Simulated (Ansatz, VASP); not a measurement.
# AlFe in two plane-wave programs, part 2 of 2

One calculation is typed for both programs; each brings its own data sets. How far apart do they land? The cell is taken from a series of runs on this material, whose earlier steps may have relaxed, scaled, displaced or heated it; both programs get it as it stands.

VASP 6.6.1 and Ansatz 0.2.0.

So far: The structure; Ansatz: relaxation of cell and atoms, LDA, pair 1.

## (3) VASP: relaxation of cell and atoms, LDA, pair 1

Level of this step: LDA, spin-polarised from a ferromagnetic start; plane waves and PAW (Al, Fe) (VASP).

The same cell, functional (in two slightly different forms), mesh and smearing now go to VASP, with its own data sets.

Lines of VASP's logs that name or quote its potential files are left out, and so is its time.

The input, INCAR:

```
SYSTEM = AlFe
PREC = Accurate
ENCUT = 600
EDIFF = 1E-07
NELM = 200
ISMEAR = 0
SIGMA = 0.1
LREAL = .FALSE.
ALGO = Normal
GGA = PW92
NBANDS = 13
ISPIN = 2
MAGMOM = -0.02 0.63
LASPH = .TRUE.
LMAXMIX = 4
LORBIT = 11
LWAVE = .FALSE.
LCHARG = .FALSE.
ISIF = 3
IBRION = 2
NSW = 80
EDIFFG = -0.005
GGA_COMPAT = .FALSE.
NELMIN = 4
```

The input, POSCAR:

```
AlFe
1.0
    2.8150390000      0.0000000000      0.0000000000
    0.0000000000      2.8150390000      0.0000000000
    0.0000000000      0.0000000000      2.8150390000
Al Fe
1 1
Direct
    0.0000000000      0.0000000000      0.0000000000
    0.5000000000      0.5000000000      0.5000000000
```

The input, KPOINTS:

```
Automatic mesh
0
Gamma
14 14 14
0 0 0
```

The projector-augmented-wave data sets are Al and Fe (LDA family, release 64).

Command:

```bash
> mpirun -np 1 vasp_std
```

Numbers of over 12 decimals in the logs are rounded to 6 here.

The log of the run:

```text
[banner, memory and clock lines left out]
running    1 mpi-ranks, on    1 nodes
 distrk:  each k-point on    1 cores,    1 groups
 distr:  one band on    1 cores,    1 groups

 POSCAR found type information on POSCAR AlFe
 POSCAR found :  2 types and       2 ions
|                                                                             |
|               ----> ADVICE to this user running VASP <----                  |
|                                                                             |
|     You enforced a specific xc type in the INCAR file but a different       |
|     [... a line on the potential file left out ...]
|     I HOPE YOU KNOW WHAT YOU ARE DOING!                                     |
|                                                                             |

 LDA part: xc-table for (Slater(with rela. corr.)+PW92), standard interpolation
 POSCAR, INCAR and KPOINTS ok, starting setup
 FFT: planning ... GRIDC
 FFT: planning ... GRID_SOFT
 FFT: planning ... GRID
 WAVECAR not read
 entering main loop
       N       E                     dE             d eps       ncg     rms          rms(c)
DAV:   1     0.356218134901E+02    0.35622E+02   -0.49781E+03  6333   0.952E+02
DAV:   2    -0.144306189472E+02   -0.50052E+02   -0.45795E+02  6555   0.176E+02
DAV:   3    -0.161526351997E+02   -0.17220E+01   -0.16926E+01  7639   0.373E+01
DAV:   4    -0.161765005422E+02   -0.23865E-01   -0.23852E-01  7159   0.378E+00
DAV:   5    -0.161771282245E+02   -0.62768E-03   -0.62766E-03  7876   0.700E-01    0.141E+01
DAV:   6    -0.175478052032E+02   -0.13707E+01   -0.44926E+01  7285   0.948E+01    0.159E+01
DAV:   7    -0.143789909664E+02    0.31688E+01   -0.25570E+01  7358   0.604E+01    0.253E+00
DAV:   8    -0.143306085916E+02    0.48382E-01   -0.16767E-01  7973   0.401E+00    0.136E+00
DAV:   9    -0.143156175898E+02    0.14991E-01   -0.41815E-02  8406   0.235E+00    0.687E-01
DAV:  10    -0.143164788713E+02   -0.86128E-03   -0.11426E-03  8039   0.390E-01    0.474E-01
DAV:  11    -0.143190577535E+02   -0.25789E-02   -0.29279E-03  8629   0.653E-01    0.402E-01
DAV:  12    -0.143166750537E+02    0.23827E-02   -0.20326E-02  8260   0.182E+00    0.716E-01
DAV:  13    -0.143204601490E+02   -0.37851E-02   -0.64797E-03  7703   0.107E+00    0.324E-02
DAV:  14    -0.143204531661E+02    0.69829E-05   -0.60921E-05  8859   0.978E-02    0.429E-02
DAV:  15    -0.143204585671E+02   -0.54010E-05   -0.38106E-06  9208   0.228E-02    0.273E-02
DAV:  16    -0.143204607907E+02   -0.22236E-05   -0.86811E-07  5924   0.132E-02    0.183E-02
DAV:  17    -0.143204627855E+02   -0.19947E-05   -0.96885E-07  6742   0.123E-02    0.104E-02
DAV:  18    -0.143204634281E+02   -0.64266E-06   -0.37306E-07  3908   0.789E-03    0.541E-03
DAV:  19    -0.143204636411E+02   -0.21299E-06   -0.19929E-07  3505   0.529E-03    0.199E-03
DAV:  20    -0.143204636753E+02   -0.34151E-07   -0.66808E-08  3420   0.219E-03
   1 F= -.14320464E+02 E0= -.14315251E+02  d E =-.143205E+02  mag=     0.6147
 curvature:   0.00 expect dE= 0.000E+00 dE for cont linesearch  0.000E+00
 trial: gam= 0.00000 g(F)=  0.000E+00 g(S)=  0.156E-03 ort = 0.000E+00 (trialstep = 0.100E+01)
 search vector abs. value=  0.156E-03
 bond charge predicted
       N       E                     dE             d eps       ncg     rms          rms(c)
DAV:   1    -0.143219210955E+02   -0.14575E-02   -0.21729E-02  6820   0.247E+00    0.353E-01
DAV:   2    -0.143229755064E+02   -0.10544E-02   -0.39492E-02  7280   0.272E+00    0.413E-01
DAV:   3    -0.143204877727E+02    0.24877E-02   -0.13904E-02  7220   0.164E+00    0.457E-02
DAV:   4    -0.143204611375E+02    0.26635E-04   -0.60602E-05  6735   0.582E-02    0.249E-02
DAV:   5    -0.143204580914E+02    0.30461E-05   -0.66527E-06  8978   0.249E-02    0.441E-03
DAV:   6    -0.143204581763E+02   -0.84899E-07   -0.24809E-07  4579   0.437E-03
   2 F= -.14320458E+02 E0= -.14315238E+02  d E =0.549896E-05  mag=     0.6169
 trial-energy change:    0.000005  1 .order    0.000008   -0.000156    0.000173
 step:   0.4875(harm=  0.4749)  dis= 0.00000  next Energy=   -14.320502 (dE=-0.384E-04)
 bond charge predicted
       N       E                     dE             d eps       ncg     rms          rms(c)
DAV:   1    -0.143208851806E+02   -0.42709E-03   -0.56747E-03  6840   0.126E+00    0.181E-01
DAV:   2    -0.143211566835E+02   -0.27150E-03   -0.10232E-02  7280   0.139E+00    0.211E-01
DAV:   3    -0.143205091435E+02    0.64754E-03   -0.36647E-03  7240   0.843E-01    0.233E-02
DAV:   4    -0.143205019853E+02    0.71582E-05   -0.16231E-05  6705   0.305E-02    0.125E-02
DAV:   5    -0.143205011750E+02    0.81026E-06   -0.17651E-06  9180   0.130E-02    0.217E-03
DAV:   6    -0.143205011962E+02   -0.21197E-07   -0.50445E-08  3585   0.179E-03
   3 F= -.14320501E+02 E0= -.14315284E+02  d E =-.375209E-04  mag=     0.6157
 curvature:  -0.24 expect dE=-0.730E-08 dE for cont linesearch -0.730E-08
 trial: gam=-0.01383 g(F)=  0.171E-66 g(S)=  0.308E-07 ort = 0.219E-05 (trialstep = 0.897E+00)
 search vector abs. value=  0.106E-09
 reached required accuracy - stopping structural energy minimisation
```

Parts of OUTCAR (step 3):

```text
ion  position               nearest neighbor table
   1  0.000  0.000  0.000-   2 2.44   2 2.44   2 2.44   2 2.44   2 2.44   2 2.44   2 2.44   2 2.44

  LATTYP: Found a simple cubic cell.
 ALAT       =     2.8150390000

 Subroutine GETGRP returns: Found 48 space group operations
 (whereof 48 operations were pure point group operations)

The static configuration has the point symmetry O_h .

 Found    120 irreducible k-points:

   k-points           NKPTS =    120   k-points in BZ     NKDIM =    120   number of bands    NBANDS=     13

   dimension x,y,z NGX =    24 NGY =   24 NGZ =   24
   dimension x,y,z NGXF=    48 NGYF=   48 NGZF=   48

   ENCUT  =  600.0 eV  44.10 Ry    6.64 a.u.   5.62  5.62  5.62*2*pi/ulx,y,z

   NELECT =      11.0000    total number of electrons

 k-points in reciprocal lattice and weights: Automatic mesh
   0.00000000  0.00000000  0.00000000       0.000
   0.07142857  0.00000000  0.00000000       0.002
   0.14285714  0.00000000  0.00000000       0.002
   0.21428571  0.00000000  0.00000000       0.002
   0.28571429  0.00000000  0.00000000       0.002
   0.35714286  0.00000000  0.00000000       0.002
   0.42857143  0.00000000  0.00000000       0.002
   0.50000000  0.00000000  0.00000000       0.001
   0.07142857  0.07142857  0.00000000       0.004
[...]
0.50000000  0.50000000  0.42857143       0.002
   0.50000000  0.50000000  0.50000000       0.000

 average (electrostatic) potential at core
       1 -68.7508       2 -40.6638

 E-fermi :   8.4097

 spin component 1
 k-point     1 :       0.0000    0.0000    0.0000
  band No.  band energies     occupation
    ...
      2       5.7197      1.00000
      3       5.7197      1.00000
      4       8.2124      0.99736
      5       8.2124      0.99736
      6       8.2124      0.99736
      7      15.1520      0.00000
      8      15.1520      0.00000
      9      15.1520      0.00000
     10      18.1524      0.00000
     11      18.1524      0.00000
    ...

 k-point     2 :       0.0714    0.0000    0.0000
  band No.  band energies     occupation
    ...
      2       5.7154      1.00000
      3       5.7504      1.00000
      4       8.1490      0.99989
      5       8.1490      0.99989
      6       8.2192      0.99648
      7      14.2877      0.00000
      8      15.2973      0.00000
      9      15.2973      0.00000
     10      18.1207      0.00000
     11      18.9588      0.00000
    ...

 k-point     3 :       0.1429    0.0000    0.0000
  band No.  band energies     occupation
    ...
      2       5.6740      1.00000
      3       5.8379      1.00000
      4       7.9800      1.00000
      5       7.9800      1.00000
      6       8.2381      0.99238
      7      12.8009      0.00000
      8      15.7132      0.00000
      9      15.7132      0.00000
     10      18.0278      0.00000
     11      20.2535      0.00000
    ...

 k-point     4 :       0.2143    0.0000    0.0000
  band No.  band energies     occupation
    ...
      2       5.5055      1.00000
      3       5.9685      1.00000
      4       7.7550      1.00000
      5       7.7550      1.00000
      6       8.2656      0.97920
      7      11.4163      0.00000
      8      16.3530      0.00000
      9      16.3530      0.00000
     10      17.8820      0.00000
     11      21.3643      0.00000
    ...

 k-point     5 :       0.2857    0.0000    0.0000
  band No.  band energies     occupation
    ...
      2       5.0730      1.00000
      3       6.1198      1.00000
      4       7.5264      1.00000
      5       7.5264      1.00000
      6       8.2964      0.94551
      7      10.3837      0.00000
      8      17.1678      0.00000
      9      17.1678      0.00000
     10      17.7028      0.00000
     11      22.2699      0.00000
    ...

 k-point     6 :       0.3571    0.0000    0.0000
  band No.  band energies     occupation
    ...
      2       4.3013      1.00000
      3       6.2624      1.00000
      4       7.3358      1.00000
      5       7.3358      1.00000
      6       8.3242      0.88657
      7       9.7920      0.00000
      8      17.5243      0.00000
      9      18.1165      0.00000
     10      18.1165      0.00000
     11      23.0826      0.00000
    ...

  Total        0.0006521      0.0006521      0.0006521      0.0000000      0.0000000     -0.0000000
  in kB        0.0467617      0.0467617      0.0467617      0.0000000      0.0000000     -0.0000000
  external PRESSURE =       0.0467617 kB  Pullay stress =       0.0000000 kB

  energy-cutoff  :      600.00
  volume of cell :       22.34
      direct lattice vectors                 reciprocal lattice vectors
     2.816577773  0.000000000  0.000000000     0.355040791 -0.000000000 -0.000000000
     0.000000000  2.816577773 -0.000000000    -0.000000000  0.355040791 -0.000000000
     0.000000000  0.000000000  2.816577773    -0.000000000  0.000000000  0.355040791

 POSITION                                       TOTAL-FORCE (eV/Angst)
 -----------------------------------------------------------------------------------
      0.00000      0.00000      0.00000        -0.000000     -0.000000      0.000000
      1.40829      1.40829      1.40829         0.000000      0.000000      0.000000
 -----------------------------------------------------------------------------------
    total drift:                                0.000000     -0.000000     -0.000000

  FREE ENERGIE OF THE ION-ELECTRON SYSTEM (eV)
  ---------------------------------------------------
  free  energy   TOTEN  =       -14.3205011962 eV

  energy  without entropy=      -14.3100673199  energy(sigma->0) =      -14.31528426

 reached required accuracy - stopping structural energy minimisation

 total charge
# of ion       s       p       d       tot
------------------------------------------
    1        0.414   0.470   0.000   0.884
    2        0.458   0.544   6.576   7.578
--------------------------------------------------
tot          0.871   1.014   6.576   8.462

 magnetization (x)
# of ion       s       p       d       tot
------------------------------------------
    1       -0.005  -0.011   0.000  -0.016
    2       -0.001   0.007   0.627   0.633
--------------------------------------------------
tot         -0.006  -0.004   0.627   0.617

[... 6 further parts left out ...]
```

The cell holds one magnetic atom, so no antiferromagnetic order fits into it. The run keeps the 48 symmetry operations of its start, so it cannot find a distortion of lower symmetry.

## (4) Side by side

Known differences besides the potentials themselves: VASP starts from the moments at which Ansatz ended; the data sets hold 19 valence electrons in Ansatz (on its default PAW (the set named soft_2) files) and 11 in VASP; the cutoff is 420 eV in Ansatz and 600 eV in VASP; VASP's log shows a relativistic correction to its local exchange, Ansatz's none; Ansatz adds a Pulay correction to the stress that steers its cell, VASP none; site moments are counted in spheres of each program's own size. Total energies have different zeros and are not compared.

The two programs side by side:

```tsv
quantity	Ansatz	VASP	difference
volume (Å³)	22.31	22.34	-0.13 %
edge a after relaxation, in the typed setting (Å)	2.815	2.817	-0.05 %
total moment (μB)	0.62	0.62	0.00
moment on Fe2 (μB)	0.63	0.63	-0.01
```

## (5) Ansatz: relaxation of cell and atoms, LDA, pair 2

The relaxed volume is the usual yardstick between codes: in a stiff, nearly cubic crystal its relative difference is about their pressure difference at one cell divided by the bulk modulus.

The cell is taken from a series of runs on this material, whose earlier steps may have relaxed, scaled, displaced or heated it; both programs get it as it stands.

The input, input.yaml:

```yaml
crystal:
  lattice:
    - [2.8153098574, 0.0, 0.0]
    - [0.0, 2.8153098574, 0.0]
    - [0.0, 0.0, 2.8153098574]
  atoms:
    - { symbol: Al, position: [0.0, 0.0, 0.0] }
    - { symbol: Fe, position: [0.5, 0.5, 0.5], spin: 0.69 }
kpoints:
  mp_grid: { grid: [16, 16, 16] }
hamiltonian:
  xc: lda
scf:
  occupations: { method: gaussian, width: 0.15 }
  lower_state_search: "off"
output:
  forces: true
  stress: true
  eigenvalues: true
  populations: true
magnetization:
  spin_polarized: true
relax:
  adjacent_minimum: "off"
  f_tol: 0.001
  max_steps: 60
  cell: { stress_tol: 0.01 }
```

Command:

```bash
> ansatz run input.yaml --threads 8 --pin off --max-ram 16384MiB --backend cpu --events-out ev --progress --plain --runs-dir out
```

The log of the run:

```text
[...]
Crystal: 2 atoms, lattice volume = 22.314 Å³
Basis set: ecut = 420 eV, 461 PW (Γ)
Bands: 14, of which v1, the nominal top of the filled ones, is band 10 counted from 1 (9 counted from 0)
Symmetry: 48 space group operations
[...]
k-points: 165 of 4096
[...]
Starting moments: Σ|m| = 0.69 μB on 1 of 2 sites
[...]
cell:  # Å, volume = 22.3268 Å³
    - [2.815846, 0, 0]
    - [0, 2.815846, 0]
    - [0, 0, 2.815846]
  atoms:
    - { symbol: Al, position: [0, 0, 0] }
    - { symbol: Fe, position: [0.5, 0.5, 0.5] }
--- Löwdin populations: 2 sites ---
  site symbol       q [e]    m [muB]
     0     Al      3.0947    -0.0419
     1     Fe     15.7514     0.6701
  spilling = 0.008101 (of n_electrons = 19.000000)
[key lines of the parts left out:]
SCF converged after 7 iterations
Magnetization: 0.6306 μB (9.8153 up, 9.1847 down)
Free energy (F): -4933.679459 eV
Fermi energy:    14.746197 eV
P = ⅓ Tr σ = 0.0008 GPa (0.008 kbar)
```

## (6) VASP: relaxation of cell and atoms, LDA, pair 2

The same cell, functional (in two slightly different forms), mesh and smearing now go to VASP, with its own data sets.

INCAR, as its differences from that of step 3:

```diff
@@ -6,3 +6,3 @@
 ISMEAR = 0
-SIGMA = 0.1
+SIGMA = 0.15
 LREAL = .FALSE.
@@ -12,3 +12,3 @@
 ISPIN = 2
-MAGMOM = -0.02 0.63
+MAGMOM = -0.02 0.64
 LASPH = .TRUE.
```

The input, POSCAR:

```
AlFe
1.0
    2.8153100000      0.0000000000      0.0000000000
    0.0000000000      2.8153100000      0.0000000000
    0.0000000000      0.0000000000      2.8153100000
Al Fe
1 1
Direct
    0.0000000000      0.0000000000      0.0000000000
    0.5000000000      0.5000000000      0.5000000000
```

The input, KPOINTS:

```
Automatic mesh
0
Gamma
16 16 16
0 0 0
```

Command:

```bash
> mpirun -np 1 vasp_std
```

The log of the run:

```text
[banner, memory and clock lines left out]
running    1 mpi-ranks, on    1 nodes
[...]
[... a notice as in an earlier step ...]

 LDA part: xc-table for (Slater(with rela. corr.)+PW92), standard interpolation
 POSCAR, INCAR and KPOINTS ok, starting setup
[...]
entering main loop
       N       E                     dE             d eps       ncg     rms          rms(c)
DAV:   1     0.347439729429E+02    0.34744E+02   -0.49541E+03  8692   0.951E+02
DAV:   2    -0.144671563924E+02   -0.49211E+02   -0.44917E+02  8945   0.174E+02
DAV:   3    -0.161589732277E+02   -0.16918E+01   -0.16601E+01 10533   0.371E+01
DAV:   4    -0.161817749226E+02   -0.22802E-01   -0.22790E-01  9703   0.368E+00
[...]
DAV:  17    -0.143281591822E+02   -0.35346E-06   -0.19554E-07  5116   0.533E-03    0.565E-03
DAV:  18    -0.143281594098E+02   -0.22764E-06   -0.43677E-07  5671   0.818E-03    0.489E-04
DAV:  19    -0.143281594129E+02   -0.30814E-08   -0.35572E-08  4918   0.152E-03
[...]
DAV:   4    -0.143281571216E+02    0.28781E-04   -0.65448E-05  9240   0.607E-02    0.262E-02
DAV:   5    -0.143281536705E+02    0.34510E-05   -0.75337E-06 12513   0.266E-02    0.452E-03
DAV:   6    -0.143281537554E+02   -0.84876E-07   -0.26298E-07  6596   0.449E-03
   2 F= -.14328154E+02 E0= -.14316521E+02  d E =0.565749E-05  mag=     0.6276
 trial-energy change:    0.000006  1 .order    0.000009   -0.000169    0.000186
 step:   0.4882(harm=  0.4758)  dis= 0.00000  next Energy=   -14.328201 (dE=-0.417E-04)
[...]
N       E                     dE             d eps       ncg     rms          rms(c)
DAV:   1    -0.143286141389E+02   -0.46047E-03   -0.61288E-03  9405   0.131E+00    0.188E-01
DAV:   2    -0.143289087783E+02   -0.29464E-03   -0.11085E-02 10000   0.144E+00    0.219E-01
DAV:   3    -0.143282086553E+02    0.70012E-03   -0.39754E-03  9945   0.875E-01    0.244E-02
DAV:   4    -0.143282009019E+02    0.77534E-05   -0.17614E-05  9275   0.320E-02    0.131E-02
DAV:   5    -0.143282000141E+02    0.88775E-06   -0.19481E-06 12681   0.136E-02    0.218E-03
DAV:   6    -0.143282000364E+02   -0.22335E-07   -0.48732E-08  5025   0.173E-03
   3 F= -.14328200E+02 E0= -.14316576E+02  d E =-.406236E-04  mag=     0.6263
[...]
reached required accuracy - stopping structural energy minimisation
```

OUTCAR, selected parts (step 6):

```text
  Total        0.0006208      0.0006208      0.0006208     -0.0000000     -0.0000000      0.0000000
  in kB        0.0444959      0.0444959      0.0444959     -0.0000000     -0.0000000      0.0000000
  external PRESSURE =       0.0444959 kB  Pullay stress =       0.0000000 kB

 POSITION                                       TOTAL-FORCE (eV/Angst)
 -----------------------------------------------------------------------------------
      0.00000      0.00000      0.00000        -0.000000      0.000000      0.000000
      1.40846      1.40846      1.40846         0.000000     -0.000000      0.000000
 -----------------------------------------------------------------------------------
    total drift:                                0.000000     -0.000000     -0.000000

  FREE ENERGIE OF THE ION-ELECTRON SYSTEM (eV)
  ---------------------------------------------------
  free  energy   TOTEN  =       -14.3282000364 eV

  energy  without entropy=      -14.3049519388  energy(sigma->0) =      -14.31657599

 magnetization (x)
# of ion       s       p       d       tot
------------------------------------------
    1       -0.006  -0.011   0.000  -0.017
    2       -0.001   0.007   0.637   0.644
--------------------------------------------------
tot         -0.006  -0.004   0.637   0.627

[... 1 part as in an earlier step ...]

[... 3 further parts left out ...]
[key lines of the parts left out:]
E-fermi :   8.4194
```

## (7) Side by side

What differs besides the data sets and the points named for the pairs above, as far as they apply: the data sets hold 19 valence electrons in Ansatz (on its default PAW (the set named soft_2) files) and 11 in VASP. Total energies have different zeros and are not compared.

Both answers:

```tsv
quantity	Ansatz	VASP	difference
volume (Å³)	22.33	22.35	-0.11 %
edge a after relaxation, in the typed setting (Å)	2.816	2.817	-0.04 %
total moment (μB)	0.63	0.63	0.00
moment on Fe2 (μB)	0.64	0.64	-0.01
```

## (8) Results

- difference in volume (relaxation of cell and atoms, LDA, pair 1): -0.13 %
- difference in volume (relaxation of cell and atoms, LDA, pair 2): -0.11 %

What this shows: The difference in volume is -0.13 % (relaxation of cell and atoms, LDA, pair 1), within the 1.2 % picked in this series as the mark of a large difference, as far as the stopping tolerances let one tell. The data sets hold unlike numbers of valence electrons (19 in Ansatz and 11 in VASP), so part of the differences comes from the potentials. Such differences can come from data sets, numerical settings and the points named under the comparisons, not from the functional's error against experiment.

[Lines on the potential files, build, host, timing and source positions are cut from VASP's logs without a mark.]

[Logs are printed without paths, hosts, clocks, repeated set-up lines and the standing remarks that a program may print on its own settings, such as how far it seeks lower states.]

[Hosts, paths, dates, database ids (printed as entryN), source tags and the programs' standing remarks are cut or masked in the printed files.]
